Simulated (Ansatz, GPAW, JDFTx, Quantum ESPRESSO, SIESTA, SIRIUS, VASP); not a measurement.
One calculation of GaGe3, 7 ways

```
CELL_PARAMETERS angstrom
0.00000 3.38717 3.38717
3.38717 0.00000 3.38717
3.38717 3.38717 0.00000
ATOMIC_POSITIONS crystal
Ge 0.50000 0.50000 0.50000
Ge 0.75000 0.75000 0.75000
Ge 0.25000 0.25000 0.25000
Ga 0.00000 0.00000 0.00000
```

The cell comes from a database or a generator and needn't be the stable form of this composition.

Alike in all runs: task single point; functional PBEsol; k mesh 7 × 7 × 7; occupations fermi-dirac, width 0.05 eV; no spin polarisation; no spin-orbit coupling. Pressure is positive in compression and, in plane waves, holds the error of the finite cutoff.

```csv
program and potentials,plane-wave cutoff (eV),notes,pressure (GPa)
"JDFTx, PseudoDojo-SR-PBEsol-0.4.1-standard with smoothed tails",1088,13.75 valence electrons an atom on average,-3.90
"Quantum ESPRESSO, GBRV 1.5 PBEsol",762,15.25 valence electrons an atom on average,-3.93
"Ansatz, all-electron LAPW, scalar-relativistic",-,-,-3.90
"SIESTA, files PseudoDojo sr-pbesol-0.4.1-standard, DZP (energy shift 0.003 Ry; two zetas on semicore shells)",-,atomic basis; 13.75 valence electrons an atom on average,-2.31
"SIRIUS, PseudoDojo 0.4.1 PBEsol standard (scalar relativistic)",1102,13.75 valence electrons an atom on average,-3.89
"VASP, PBE PAW files Ga_d, Ge_d, 520 eV",520,potentials made for PBE; 13.75 valence electrons an atom on average,-3.91
"GPAW, PAW data sets generated for this functional",600,3.75 valence electrons an atom on average,-4.15
```

The pressure spans -4.15 (GPAW, PAW data sets generated for this functional) to -2.31 GPa (SIESTA, files PseudoDojo sr-pbesol-0.4.1-standard, DZP (energy shift 0.003 Ry; two zetas on semicore shells)), with all-electron results at -3.90. The pressure on the cell as given of SIESTA, files PseudoDojo sr-pbesol-0.4.1-standard, DZP (energy shift 0.003 Ry; two zetas on semicore shells) lies far from the others; the cause wasn't traced. Rows in atomic bases carry the error of their basis and grid, which can be large.

The functional is the same throughout but for its coding, so the spread measures potentials, basis and numerics; runs on potential files found faulty are left out.
